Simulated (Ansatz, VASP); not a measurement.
# PN: VASP beside Ansatz

Aim: how closely do two programs agree when they are given the same cell, functional and k mesh? The cell is generated by rule, not measured, and may not be a known phase. The cell is taken from a series of runs on this material, whose earlier steps may have relaxed, scaled, displaced or heated it; both programs get it as it stands.

Calculated with Ansatz 0.2.0; plane waves, with VASP 6.6.1 beside it; PBE.

The structure was built from a prototype and need not be the compound's stable phase.

### 1. Set-up

Symmetry: Fm-3m, No. 225, cubic system. The conventional cell has a = 4.351 Å, b = 4.351 Å, c = 4.351 Å, α = 90.00°, β = 90.00°, γ = 90.00°. Nearest to P lie 6 N at 2.18 Å. N has 6 P at 2.18 Å nearest. Farther neighbours and most contacts between anions are not listed.

As a file:

```xyz
2
Lattice="1.5382 0.8881 2.5119 -1.5382 0.8881 2.5119 0.0000 -1.7761 2.5119" Properties=species:S:1:pos:R:3 pbc="T T T"
P     0.0000    0.0000    3.7678
N     0.0000    0.0000    7.5356
```

### 2. VASP: relaxation of cell and atoms, PBE, pair 1

The relaxed volume is the usual yardstick between codes: in a stiff, nearly cubic crystal its relative difference is about their pressure difference at one cell divided by the bulk modulus.

Lines of VASP's logs that name or quote its potential files are left out, and so is its time.

INCAR reads:

```
SYSTEM = PN
PREC = Accurate
ENCUT = 600
EDIFF = 1E-07
NELM = 120
ISMEAR = 0
SIGMA = 0.02
LREAL = .FALSE.
ALGO = Normal
GGA = PE
NBANDS = 11
LORBIT = 11
LWAVE = .FALSE.
LCHARG = .FALSE.
ISIF = 3
IBRION = 2
NSW = 80
EDIFFG = -0.005
LASPH = .TRUE.
GGA_COMPAT = .FALSE.
NELMIN = 4
```

POSCAR reads:

```
PN
1.0
    1.5381630000      0.8880590000      2.5118690000
   -1.5381630000      0.8880590000      2.5118690000
    0.0000000000     -1.7761180000      2.5118690000
P N
1 1
Direct
    0.4999999336      0.4999999336      0.4999999336
    0.9999999336      0.9999999336      0.9999999336
```

KPOINTS reads:

```
Automatic mesh
0
Gamma
14 14 14
0 0 0
```

Potentials, in the order of the species: P and N (PBE family, release 64).

On the command line:

```sh
> mpirun -np 1 vasp_std
```

Numbers of over 12 decimals in the logs are rounded to 6 here.

Log:

```text
[banner, memory and clock lines left out]
running    1 mpi-ranks, on    1 nodes
 distrk:  each k-point on    1 cores,    1 groups
 distr:  one band on    1 cores,    1 groups

 POSCAR found type information on POSCAR P N
 POSCAR found :  2 types and       2 ions
|                                                                             |
|           W    W    AA    RRRRR   N    N  II  N    N   GGGG   !!!           |
|           W    W   A  A   R    R  NN   N  II  NN   N  G    G  !!!           |
|           W    W  A    A  R    R  N N  N  II  N N  N  G       !!!           |
|           W WW W  AAAAAA  RRRRR   N  N N  II  N  N N  G  GGG   !            |
|           WW  WW  A    A  R   R   N   NN  II  N   NN  G    G                |
|           W    W  A    A  R    R  N    N  II  N    N   GGGG   !!!           |
|                                                                             |
|     Inconsistent Bravais lattice types found for crystalline and            |
|     reciprocal lattice:                                                     |
|                                                                             |
|        Crystalline: rhombohedral (trigonal)                                 |
|        Reciprocal : body-centered cubic                                     |
|                    (instead of rhombohedral (trigonal))                     |
|                                                                             |
|     In most cases this is due to inaccuracies in the specification of       |
|     the crytalline lattice vectors.                                         |
|                                                                             |
|     Suggested SOLUTIONS:                                                    |
|      ) Refine the lattice parameters of your structure,                     |
|      ) and/or try changing SYMPREC.                                         |
|                                                                             |

 LDA part: xc-table for (Slater+PW92), standard interpolation
 POSCAR, INCAR and KPOINTS ok, starting setup
 FFT: planning ... GRIDC
 FFT: planning ... GRID_SOFT
 FFT: planning ... GRID
 WAVECAR not read
 entering main loop
       N       E                     dE             d eps       ncg     rms          rms(c)
DAV:   1     0.196422981312E+02    0.19642E+02   -0.54820E+03  6352   0.946E+02
DAV:   2    -0.112175724554E+02   -0.30860E+02   -0.29332E+02  8248   0.159E+02
DAV:   3    -0.123520956305E+02   -0.11345E+01   -0.11286E+01  7955   0.267E+01
DAV:   4    -0.123568133778E+02   -0.47177E-02   -0.47161E-02  7146   0.178E+00
DAV:   5    -0.123568386878E+02   -0.25310E-04   -0.25309E-04  7602   0.131E-01    0.870E+00
DAV:   6    -0.115238184207E+02    0.83302E+00   -0.94026E+00  7801   0.158E+01    0.420E+00
DAV:   7    -0.114714929345E+02    0.52325E-01   -0.58729E-01  7128   0.503E+00    0.338E+00
DAV:   8    -0.114760194943E+02   -0.45266E-02   -0.59314E-02  7098   0.209E+00    0.923E-01
DAV:   9    -0.114723974746E+02    0.36220E-02   -0.19546E-02  7398   0.820E-01    0.849E-02
DAV:  10    -0.114724520019E+02   -0.54527E-04   -0.44658E-04  6840   0.179E-01    0.165E-02
DAV:  11    -0.114724499365E+02    0.20655E-05   -0.76399E-06  7596   0.195E-02    0.658E-03
DAV:  12    -0.114724497409E+02    0.19552E-06   -0.11989E-06  6815   0.933E-03    0.266E-03
DAV:  13    -0.114724498174E+02   -0.76441E-07   -0.68144E-08  4176   0.202E-03
   1 F= -.11472450E+02 E0= -.11472449E+02  d E =-.114724E+02
 curvature:   0.00 expect dE= 0.000E+00 dE for cont linesearch  0.000E+00
 trial: gam= 0.00000 g(F)=  0.541E-44 g(S)=  0.647E-04 ort = 0.000E+00 (trialstep = 0.100E+01)
 search vector abs. value=  0.647E-04
 bond charge predicted
       N       E                     dE             d eps       ncg     rms          rms(c)
DAV:   1    -0.114725639283E+02   -0.11419E-03   -0.29668E-03  6426   0.406E-01    0.756E-02
DAV:   2    -0.114724786351E+02    0.85293E-04   -0.67425E-04  6729   0.145E-01    0.312E-02
DAV:   3    -0.114724657573E+02    0.12878E-04   -0.48034E-05  6777   0.445E-02    0.186E-02
DAV:   4    -0.114724609878E+02    0.47695E-05   -0.12684E-05  6504   0.220E-02    0.856E-03
DAV:   5    -0.114724610310E+02   -0.43271E-07   -0.23583E-07  4786   0.368E-03
   2 F= -.11472461E+02 E0= -.11472459E+02  d E =-.112137E-04
 trial-energy change:   -0.000011  1 .order   -0.000011   -0.000065    0.000043
 step:   0.6032(harm=  0.6032)  dis= 0.00000  next Energy=   -11.472469 (dE=-0.195E-04)
 bond charge predicted
       N       E                     dE             d eps       ncg     rms          rms(c)
DAV:   1    -0.114724865882E+02   -0.25600E-04   -0.47273E-04  6378   0.162E-01    0.301E-02
DAV:   2    -0.114724727189E+02    0.13869E-04   -0.10788E-04  6675   0.580E-02    0.123E-02
DAV:   3    -0.114724708578E+02    0.18611E-05   -0.77001E-06  6747   0.177E-02    0.726E-03
DAV:   4    -0.114724700494E+02    0.80848E-06   -0.20090E-06  6450   0.875E-03    0.338E-03
DAV:   5    -0.114724700011E+02    0.48279E-07   -0.36367E-08  3423   0.146E-03
   3 F= -.11472470E+02 E0= -.11472469E+02  d E =-.201837E-04
 curvature:  -0.30 expect dE=-0.761E-08 dE for cont linesearch -0.686E-08
 trial: gam= 0.00000 g(F)=  0.173E-43 g(S)=  0.252E-07 ort =-0.121E-05 (trialstep = 0.921E+00)
 search vector abs. value=  0.253E-07
 reached required accuracy - stopping structural energy minimisation
```

OUTCAR, selected parts (step 2):

```text
ion  position               nearest neighbor table
   1  0.500  0.500  0.500-   2 2.18   2 2.18   2 2.18   2 2.18   2 2.18   2 2.18
   2  1.000  1.000  1.000-   1 2.18   1 2.18   1 2.18   1 2.18   1 2.18   1 2.18

  LATTYP: Found a trigonal (rhomboedric) cell.
 ALAT       =     3.0763745018
 COS(alpha) =     0.5000156406

 Subroutine GETGRP returns: Found 12 space group operations
 (whereof 12 operations were pure point group operations)

The static configuration has the point symmetry D_3d.

 Found    288 irreducible k-points:

   k-points           NKPTS =    288   k-points in BZ     NKDIM =    288   number of bands    NBANDS=     11

   dimension x,y,z NGX =    28 NGY =   28 NGZ =   28
   dimension x,y,z NGXF=    56 NGYF=   56 NGZF=   56

   ENCUT  =  600.0 eV  44.10 Ry    6.64 a.u.   6.14  6.14  6.14*2*pi/ulx,y,z

   NELECT =      10.0000    total number of electrons

 k-points in reciprocal lattice and weights: Automatic mesh
   0.00000000  0.00000000  0.00000000       0.000
   0.07142857  0.00000000  0.00000000       0.002
   0.07142857  0.07142857  0.07142857       0.001
   0.14285714 -0.00000000  0.00000000       0.002
   0.14285714  0.14285714  0.14285714       0.001
   0.21428571  0.00000000  0.00000000       0.002
   0.21428571  0.21428571  0.21428571       0.001
   0.28571429  0.00000000  0.00000000       0.002
   0.28571429  0.28571429  0.28571429       0.001
[...]
0.21428571  0.50000000 -0.21428571       0.002
  -0.28571429  0.50000000  0.21428571       0.004

 average (electrostatic) potential at core
       1 -80.7381       2 -60.2957

 E-fermi :  10.1477

 k-point     1 :       0.0000    0.0000    0.0000
  band No.  band energies     occupation
      1      -9.7952      2.00000
      2       5.3505      2.00000
      3       6.5428      2.00000
      4       6.5430      2.00000
      5       6.5430      2.00000
      6      15.2378      0.00000
      7      15.2378      0.00000
      8      15.2378      0.00000
      9      17.9381      0.00000
     10      17.9384      0.00000
    ...

 k-point     2 :       0.0714    0.0000    0.0000
  band No.  band energies     occupation
      1      -9.6980      2.00000
      2       4.4804      2.00000
      3       6.5302      2.00000
      4       6.5303      2.00000
      5       7.2252      2.00000
      6      14.8518      0.00000
      7      14.8518      0.00000
      8      14.8977      0.00000
      9      17.9489      0.00000
     10      18.1658      0.00000
    ...

 k-point     3 :       0.0714    0.0714    0.0714
  band No.  band energies     occupation
      1      -9.6980      2.00000
      2       4.4803      2.00000
      3       6.5303      2.00000
      4       6.5303      2.00000
      5       7.2251      2.00000
      6      14.8518      0.00000
      7      14.8518      0.00000
      8      14.8978      0.00000
      9      17.9487      0.00000
     10      18.1661      0.00000
    ...

  Total        0.0006892      0.0006892      0.0003094      0.0000000      0.0000000      0.0000000
  in kB        0.0537061      0.0537061      0.0241108      0.0000000      0.0000000      0.0000000
  external PRESSURE =       0.0438410 kB  Pullay stress =       0.0000000 kB

  energy-cutoff  :      600.00
  volume of cell :       20.56
      direct lattice vectors                 reciprocal lattice vectors
     1.537498519  0.887675361  2.510761195     0.325203565  0.187756328  0.132761863
    -1.537498519  0.887675361  2.510761195    -0.325203565  0.187756328  0.132761863
     0.000000000 -1.775350722  2.510761195     0.000000000 -0.375512657  0.132761863

 POSITION                                       TOTAL-FORCE (eV/Angst)
 -----------------------------------------------------------------------------------
      0.00000      0.00000      3.76614         0.000000      0.000000      0.000000
      0.00000      0.00000      7.53228         0.000000      0.000000     -0.000000
 -----------------------------------------------------------------------------------
    total drift:                                0.000000      0.000000      0.000421

  FREE ENERGIE OF THE ION-ELECTRON SYSTEM (eV)
  ---------------------------------------------------
  free  energy   TOTEN  =       -11.4724700011 eV

  energy  without entropy=      -11.4724670995  energy(sigma->0) =      -11.47246855

 reached required accuracy - stopping structural energy minimisation

 total charge
# of ion       s       p       d       tot
------------------------------------------
    1        1.244   0.998   0.000   2.242
    2        1.302   2.255   0.000   3.557
--------------------------------------------------
tot          2.546   3.253   0.000   5.799

[... 3 further parts left out ...]
```

CONTCAR:

```
PN
   1.00000000000000
     1.5374985185389241    0.8876753612190293    2.5107611945270136
    -1.5374985185389241    0.8876753612190293    2.5107611945270136
     0.0000000000000000   -1.7753507224380587    2.5107611945270136
  P               N
     1     1
Direct
     0.4999999336000016    0.4999999336000016    0.4999999336000016
     0.9999999336000016    0.9999999336000016    0.9999999336000016
```

The run keeps the 12 symmetry operations of its start, so it cannot find a distortion of lower symmetry.

### 3. Ansatz: relaxation of cell and atoms, PBE, pair 1

Ansatz runs on its default PAW (the set named soft_2) files.

The same cell, functional, mesh and smearing now go to Ansatz, which takes its cutoff from its data sets.

input.yaml reads:

```yaml
crystal:
  lattice:
    - [1.5381634442, 0.8880590786, 2.5118686463]
    - [-1.5381634442, 0.8880590786, 2.5118686463]
    - [0.0, -1.7761181571, 2.5118686463]
  atoms:
    - { symbol: P, position: [0.5, 0.5, 0.5] }
    - { symbol: "N", position: [0.0, 0.0, 0.0] }
kpoints:
  mp_grid: { grid: [14, 14, 14] }
hamiltonian:
  xc: pbe
scf:
  occupations: { method: gaussian, width: 0.02 }
output:
  forces: true
  stress: true
  eigenvalues: true
relax:
  adjacent_minimum: "off"
  f_tol: 0.005
  max_steps: 80
  cell: { stress_tol: 0.05 }
```

On the command line:

```sh
> ansatz run input.yaml --threads 4 --pin off --max-ram 8192MiB --backend cpu --events-out ev --progress --plain --runs-dir out
```

Log:

```text
Warning: 36 symmetry operations that the atoms keep within the bar at which the run's group was sought (crystal.symmetry.tolerance 1.0e-5, or twice it) were not taken beside the 12 unitary ones that the detection took (of a slab, those that keep its plane). If the more symmetric cell is meant, write the vectors of crystal.lattice to more decimals, or, with the positions in fractional coordinates, give it by lengths a [...]
Engine: ansatz 0.2.0, aarch64-unknown-linux-gnu
Pseudopotentials: kind: paw
Pseudopotential: P, paw, valence charge 5, recommended cutoff 420 eV (normal), P.paw.azcp
Pseudopotential: N, paw, valence charge 5, recommended cutoff 420 eV (normal), N.paw.azcp
Functional definition: PBE
  parameter kappa = 0.804
  parameter beta = 0.066725
  exchange = pbe_x(kappa = kappa, mu = beta*pi^2/3)
  correlation = pbe_c(beta = beta)
Crystal: 2 atoms, lattice volume = 20.587 Å³
Basis set: ecut = 420 eV, 411 PW (Γ), exchange–correlation on 48×48×48 points (8 copies of the dense FFT grid, shifted against one another)
Bands: 9, of which v1, the nominal top of the filled ones, is band 5 counted from 1 (4 counted from 0)
Symmetry: 12 space group operations
Space group: R-3m (ITA 166), of the structure as read, at distance tolerance 2.7e-5 Å
k-points: 288 of 2744
Non-local potential: P, projectors of the file, l = 0: 2, l = 1: 2, l = 2: 2
Non-local potential: N, projectors of the file, l = 0: 2, l = 1: 2, l = 2: 1
PAW form: soft (Blöchl's): semilocal exchange-correlation on the pseudo side does not see the compensation charge
PAW one-centre angular grid: P, 110 points (default); XC on 64 Gauss nodes
PAW one-centre angular grid: N, 110 points (default); XC on 64 Gauss nodes
Initial density: superposition of atomic densities (neutral atoms: chi_scale 0, normalization atom), corrected by the library's trained network
Initial wavefunctions: pseudopotential atomic-orbital guess
Functional: x = pbe(κ = 0.804, μ = 0.219515), c = pbe(β = 0.066725)
SCF iter   1: F=—  HF=-1137.392947 eV  |F-HF|=—  |Δ(HF+E_count)|=         —  Δρ=1.90e-3  dr2=3.60e-4  ethr=1.77e-3  ⟨swp⟩=6.2  Hψ=20662  notcnv=0
preconditioner: auto → none  [insulator: Δε(μ)=0.085 eV  Ē_g=12.849 eV  σ=0.020 eV  W_gap=1.00  n_scr=0 (ndim 8)  ℏωp=25.9 eV  f_vac=0.000  D(μ)=0.01/eV (n_scr^D=0)  ε∞_Penn≈5.1]
SCF iter   2: F=—  HF=-1137.392972 eV  |F-HF|=—  |Δ(HF+E_count)|=   2.49e-5  Δρ=9.53e-4  dr2=8.08e-5  ethr=3.60e-6  ⟨swp⟩=2.1  Hψ=6595  notcnv=0
SCF iter   3: F=—  HF=-1137.393052 eV  |F-HF|=—  |Δ(HF+E_count)|=   8.08e-5  Δρ=5.93e-5  dr2=5.06e-7  ethr=8.08e-7  ⟨swp⟩=2.1  Hψ=3908  notcnv=0
iter 4 did not close the SCF: its close was put off for the readings that it lacked (scf_convergence_deferred on its scf_iter line)
SCF iter   4: F=-1137.393053 eV  HF=-1137.393053 eV  |F-HF|=2.68e-8  |Δ(HF+E_count)|=   1.16e-7  Δρ=1.62e-5  dr2=4.60e-8  ethr=5.06e-9  ⟨swp⟩=2.0  Hψ=3689  notcnv=0
iter 5 did not close the SCF: its close was put off for the readings that it lacked (scf_convergence_deferred on its scf_iter line)
SCF iter   5: F=-1137.393053 eV  HF=-1137.393053 eV  |F-HF|=1.06e-9  |Δ(HF+E_count)|=   3.61e-9  Δρ=2.82e-6  dr2=1.61e-9  ethr=4.60e-10  ⟨swp⟩=2.0  Hψ=3790  notcnv=0
SCF iter   6: F=-1137.393053 eV  HF=-1137.393053 eV  |F-HF|=4.09e-12  |Δ(HF+E_count)|=  5.46e-11  Δρ=1.94e-7  dr2=8.10e-12  ethr=1.61e-11  ⟨swp⟩=1.7  Hψ=8867  notcnv=0
SCF 1 converged in 6 iterations: F = -1137.393053 eV  dr2 = 8.10e-12
  greatest PAW one-centre occupation: 0.875 electrons in one spin orbital (limit 2), on the P atom at site 0 (counted from 0), in its partial waves of l = 0
relax step   1: F+E_penalty+E_count = -1137.39305260 eV  Δ(F+E_penalty+E_count) = +0.000e0 eV  max|allowed force component| = 2.892e-30 eV/Å  Δτ_max = 0.0000 Å  P = +0.188 GPa  Ω = 20.587 Å³  (6 SCF iters, dr2 threshold 1.00e-7 eV, accepted)
[...]
relax step   2: F+E_penalty+E_count = -1137.39302589 eV  Δ(F+E_penalty+E_count) = +2.670e-5 eV  max|allowed force component| = 2.630e-30 eV/Å  Δτ_max = 0.0000 Å  P = +0.059 GPa  Ω = 20.601 Å³  energy of the carried Pulay correction = -3.761e-5 eV  (7 SCF iters, dr2 threshold 8.97e-8 eV, accepted)
[...]
relax step   3: F+E_penalty+E_count = -1137.39301001 eV  Δ(F+E_penalty+E_count) = +1.588e-5 eV  max|allowed force component| = 5.259e-31 eV/Å  Δτ_max = 0.0000 Å  P = +0.000 GPa  Ω = 20.608 Å³  energy of the carried Pulay correction = -5.467e-5 eV  (7 SCF iters, dr2 threshold 8.88e-9 eV, accepted)
[...]
relax step   4: F+E_penalty+E_count = -1137.39304220 eV  Δ(F+E_penalty+E_count) = -3.219e-5 eV  max|allowed force component| = 4.207e-30 eV/Å  Δτ_max = 0.0000 Å  P = +0.005 GPa  Ω = 20.608 Å³  stress off target by 5.16e-3 GPa  SCF on the basis re-selected at this cell (its energy is not comparable with the rows above)  (7 SCF iters)
basis re-selected at this cell: Δ(F+E_penalty+E_count) = -3.219e-5 eV, ΔP = +0.005 GPa vs the last step (what re-selecting the basis moved, of the pressure what is left beyond the Pulay correction that the steps carried, after the strain that the cell walked since its last selection, with what the two solves' SCF thresholds leave and, on support functions, any second-order correction that the steps lacked; it is no m [...]
SCF converged after 7 iterations
Free energy (F): -1137.393042 eV
Harris-Foulkes:  -1137.393042 eV  (|F-HF|=4.55e-13)
Internal energy: -1137.393041 eV  (E = F + TS)
E sigma→0 (E₀):  -1137.393041 eV
Entropy (-TS):   -0.000002 eV (-0.001 meV/atom)
Fermi energy:    12.134261 eV
--- Per-component energies (eV) ---
  E_band       = 37.936032
  E_kinetic    = 195.760813
  E_local      = -179.316726  (includes V_loc(G=0)·N_el)
  E_nonlocal   = 80.039287
  E_hartree    = 51.316374
  E_xc         = -120.490500
  E_vxc        = -135.932195  (∫ρ·V_xc dr)
  E_paw        = -695.315511  (= ΣΔE_a)
  E_vpaw       = -25.247982  (= ΣTr[D̂ρ^β])
  E_aug_tail   = 0.000087  (compensation charges beyond the density's cutoff)
  E_ewald      = -469.386864
  E_smearing   = -0.000002  (= −TS)
  E_closure    = -0.000000  (closes the sum)
  Σ components = -1137.393042   (vs F -1137.393042, Δ=0.00e0)
--- Forces (eV/Å), atoms counted from 1 ---
  atom   1  P     -0.00000000    -0.00000000    -0.00000000
  atom   2  N      0.00000000     0.00000000     0.00000000
  max |Σ_I F_I| component: 4.21e-30 eV/Å
--- Stress (GPa, compression-positive) ---
        0.005160       0.000000      -0.000000
        0.000000       0.005160      -0.000000
       -0.000000      -0.000000       0.003487
  P = ⅓ Tr σ = 0.0046 GPa (0.046 kbar)
--- Band table (eV; the first three rows and the last of 288) ---
  k-point 0: bands = ["-7.7712", "7.3246", "8.5451", "8.5452", "8.5452", "17.2193", "17.2193", "17.2193", "19.8543"]
  k-point 1: bands = ["-7.6744", "6.4655", "8.5327", "8.5328", "9.2175", "16.8339", "16.8339", "16.8801", "19.8700"]
  k-point 2: bands = ["-7.3861", "5.0684", "8.5035", "8.5036", "10.0617", "15.9663", "15.9663", "16.1354", "19.9313"]
  k-point 287: bands = ["-4.3304", "-1.1703", "8.5273", "8.5273", "11.5417", "12.7519", "12.7519", "13.6295", "21.8985"]
--- Relaxed structure (3 steps of the walk, 3 accepted, 1 SCFs on fresh bases) ---
  F+E_penalty+E_count = -1137.39304220 eV   max|allowed force component| = 4.207e-30 eV/Å   (the final SCF, on the basis selected at the relaxed cell)
  cell:  # Å, volume = 20.6076 Å³
    - [1.538685, 0.888360, 2.512682]
    - [-1.538685, 0.888360, 2.512682]
    - [0, -1.776720, 2.512682]
  atoms:
    - { symbol: P, position: [0.5, 0.5, 0.500000] }
    - { symbol: N, position: [0, 0, 0] }
```

### 4. Comparison

Known differences besides the potentials themselves: the cutoff is 420 eV in Ansatz and 600 eV in VASP; Ansatz adds a Pulay correction to the stress that steers its cell, VASP none. Total energies have different zeros and are not compared.

Compared:

```csv
quantity,Ansatz,VASP,difference
volume (Å³),20.61,20.56,+0.23 %
"edge a after relaxation, in the typed setting (Å)",3.077,3.075,+0.08 %
```

[end of part 1 of 2]

[Lines on the potential files, build, host, timing and source positions are cut from VASP's logs without a mark.]

[Logs are printed without paths, hosts, clocks, repeated set-up lines and the standing remarks that a program may print on its own settings, such as how far it seeks lower states.]

[Hosts, paths, dates, database ids (printed as entryN), source tags and the programs' standing remarks are cut or masked in the printed files.]
